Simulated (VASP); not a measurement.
Here is a VASP 6.6.1 calculation.

The input INCAR:

```
PREC = Accurate
ENCUT = 520
EDIFF = 1E-6
ISMEAR = -1
SIGMA = 0.05
LREAL = Auto
LASPH = T
NELM = 100
ALGO = Fast
ISIF = 2
LWAVE = F
LCHARG = T
GGA = PE
IVDW = 12
LELF = T
LVHAR = T
NBANDS = 55
```

File KPOINTS:

```
Automatic mesh
0
Gamma
  1 1 1
```

POSCAR

```
H18SO8
1.0
    6.2144650000      0.0000000000      0.0000000000
    0.0000000000      6.2144650000      0.0000000000
    0.0000000000      0.0000000000      6.2144650000
O H S
8 18 1
Direct
    0.4062618423      0.4689542865      0.7678376176
    0.1106611752      0.1648734042      0.3133334889
    0.1763627279      0.5872589193      0.2298991144
    0.4881514338     -0.1154403476      0.5454371374
    0.6787229472      0.7447785127      1.0071341620
    0.0786230190      0.9496070860      0.8328311448
    0.8977281230      0.4267784918      0.7706536283
    0.8681358733      0.7939058310      0.5002361426
    0.3153449251      0.5087968152      0.6367563419
    0.3105013867      0.3985218357      0.8740253586
    0.0618074122      0.3239377806      0.3090209696
   -0.0108939386      0.0752277147      0.2485491511
    0.0662486634      0.6880881942      0.3202850125
    0.0772391509      0.5023763108      0.1401568759
    0.3993103187     -0.0366725052      0.6583511211
    0.4256842705     -0.0624510718      0.4117007659
    0.5367960074      0.6861089410      0.9875508189
    0.6593970680      0.8232406169      1.1486427231
    0.0611476611      0.7967701162      0.8444652919
   -0.0321186136      1.0180281006      0.9169574533
    0.8399435832      0.3049015482      0.6695507980
    0.7859566350      0.4643682119      0.8624073030
    0.7146713353      0.8346655746      0.5138656345
    0.9411912369      0.7571045939      0.6316231566
    0.5132702493      0.3396591662      0.0577523568
    0.5577310356      0.3681732860      0.3745937905
    0.6108973178      0.2369632784      0.2183293333
```

Potentials or basis: VASP PAW PBE potentials, release 64 (O, H, S).

Launch:

```sh
$ cat potpaw_PBE.64/O/POTCAR potpaw_PBE.64/H/POTCAR potpaw_PBE.64/S/POTCAR > POTCAR
$ mpirun -np 1 vasp_gam > vasp.out
```

Task: What does it give for the largest force?

Result: 4.478 eV/Å.

Task: What does it give for the dispersion energy per atom?

Result: -0.047 eV.

Task: Predict the band gap on the k mesh.

Result: 3.34 eV, direct.

Forces on the atoms (eV/Å):
```
O   -1.320  0.116 -0.796
O   -2.005  0.408 -0.634
O   -1.812  1.508  1.163
O   -2.174  1.079  1.101
O    0.269  1.288  1.773
O    1.324  0.695 -0.142
O    1.450 -3.014 -2.978
O    1.374 -0.529 -2.374
H    0.941 -0.556  1.728
H   -0.101  0.315 -1.118
H    0.726 -2.478  0.336
H    1.525  1.351  1.305
H    1.119 -1.394 -1.206
H    0.184  0.615 -0.182
H    0.870 -0.885 -0.987
H   -0.259  0.276 -0.114
H   -0.781 -0.305 -0.631
H    0.491 -0.807 -1.327
H   -0.053 -0.501  0.958
H   -0.309 -0.062  0.106
H    1.051  2.121  1.776
H   -2.034  0.738  1.397
H    0.118 -0.175  0.959
H   -0.876  0.137 -0.090
H   -0.087  0.130  0.189
H   -0.379  0.754  0.550
S    0.749 -0.826 -0.763
```

PBE gaps usually lie below the measured ones, often by a third to a half.
